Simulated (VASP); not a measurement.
OSZICAR of a VASP run on Sm (relaxed from the fcc structure, space group Fm-3m):

File OSZICAR:
```
       N       E                     dE             d eps       ncg     rms          rms(c)
DAV:   1     0.199869476288E+02    0.19987E+02   -0.45770E+03  1024   0.866E+02
DAV:   2    -0.317232832067E+02   -0.51710E+02   -0.51007E+02  1060   0.201E+02
DAV:   3    -0.323983816234E+02   -0.67510E+00   -0.67245E+00  1274   0.242E+01
DAV:   4    -0.324033193663E+02   -0.49377E-02   -0.49242E-02  1328   0.174E+00
DAV:   5    -0.324033508636E+02   -0.31497E-04   -0.31478E-04  1320   0.104E-01    0.316E+00
DAV:   6    -0.294420205760E+02    0.29613E+01   -0.79756E-01  1017   0.105E+01    0.140E+00
DAV:   7    -0.297355140452E+02   -0.29349E+00   -0.12026E-01  1048   0.381E+00    0.762E-01
DAV:   8    -0.296471232172E+02    0.88391E-01   -0.29315E-02  1031   0.169E+00    0.217E-01
DAV:   9    -0.297168871088E+02   -0.69764E-01   -0.49240E-02  1022   0.181E+00    0.934E-02
DAV:  10    -0.297165638275E+02    0.32328E-03   -0.75360E-04  1183   0.310E-01    0.746E-02
DAV:  11    -0.297140779065E+02    0.24859E-02   -0.17103E-03  1020   0.452E-01    0.227E-02
DAV:  12    -0.297140954969E+02   -0.17590E-04   -0.15256E-04  1111   0.132E-01    0.135E-02
DAV:  13    -0.297138823932E+02    0.21310E-03   -0.14698E-04  1042   0.120E-01    0.112E-02
DAV:  14    -0.297138786520E+02    0.37412E-05   -0.16275E-06  1350   0.137E-02    0.879E-03
DAV:  15    -0.297138741512E+02    0.45009E-05   -0.54198E-06  1025   0.266E-02    0.602E-03
DAV:  16    -0.297138708418E+02    0.33093E-05   -0.21282E-06  1038   0.167E-02    0.179E-03
DAV:  17    -0.297138668318E+02    0.40100E-05   -0.15110E-06   982   0.114E-02    0.194E-04
DAV:  18    -0.297138671775E+02   -0.34568E-06   -0.47828E-08   518   0.245E-03
   1 F= -.29713867E+02 E0= -.29714202E+02  d E =-.297139E+02
```

**Question.** Which electronic solver shows in the log?

**Answer.** It is blocked Davidson (ALGO = Normal, or the opening steps of other solvers). The INCAR had ALGO = Normal.

**Question.** Can the final energy be trusted as converged?

**Answer.** The run converged. It stopped with EDIFF = 1E-6, NELM = 100, NSW = 60 and EDIFFG = -0.01 after 1 ionic step (r2SCAN meta-GGA, plane waves, VASP's PBE PAW potentials (set 64)). The 4f electrons are frozen in the core of the lanthanide potential, so 4f levels, which can set the real gap, and their magnetism are missing.

The structure was generated: Sm was put into the fcc type (Fm-3m), which need not be its known phase. It was relaxed first. The start is the result of an earlier pass.
